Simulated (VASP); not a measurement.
Here is the system:

```
CELL_PARAMETERS angstrom
      0.00000     3.05803     3.05803
      3.05803     0.00000     3.05803
      3.05803     3.05803     0.00000
ATOMIC_POSITIONS crystal
  Ba 0.00000 0.00000 0.00000
  F  0.25000 0.25000 0.25000
  F  0.75000 0.75000 0.75000
```

Computed with TPSS meta-GGA, VASP's PBE PAW potentials (set 64) (plane waves; VASP). Settings: 520 eV cut-off, 6×6×6 Γ-centred mesh, Gaussian smearing of 0.050 eV, potentials Ba_sv F.

Question: Give the stress tensor in GPa (positive for a compressed cell).

Answer: 
```
4.27  0.00  0.00
0.00  4.27  0.00
0.00  0.00  4.27
```
The pressure is its mean diagonal, 4.27 GPa.

The compound is BaF2 in the fluorite structure. This cell is one point of a volume scan, at 0.94 of the reference volume.
